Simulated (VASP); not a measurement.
Given:

```yaml
crystal:
  lattice:
    - [0.00000, 3.15914, 3.15914]
    - [3.15914, 0.00000, 3.15914]
    - [3.15914, 3.15914, 0.00000]
  atoms:
    - { symbol: Ba, position: [0.00000, 0.00000, 0.00000] }
    - { symbol: S, position: [0.50000, 0.50000, 0.50000] }
```

All values below come from PW91 GGA, VASP's PBE PAW potentials (set 64) (plane waves; VASP 6.6.1). Numerical set-up: 520 eV cut-off, 7×7×7 Γ-centred mesh, Gaussian smearing of 0.050 eV, potentials Ba_sv S.

Problem. What does the run give for the energy per atom (σ→0), pressure?

Solution. 
The energy per atom (σ→0) comes out as -495.1 kJ/mol of atoms. The pressure is 2.99 GPa.

The compound is BaS in the rock salt structure. This cell is one point of a volume scan, at 0.94 of the reference volume.
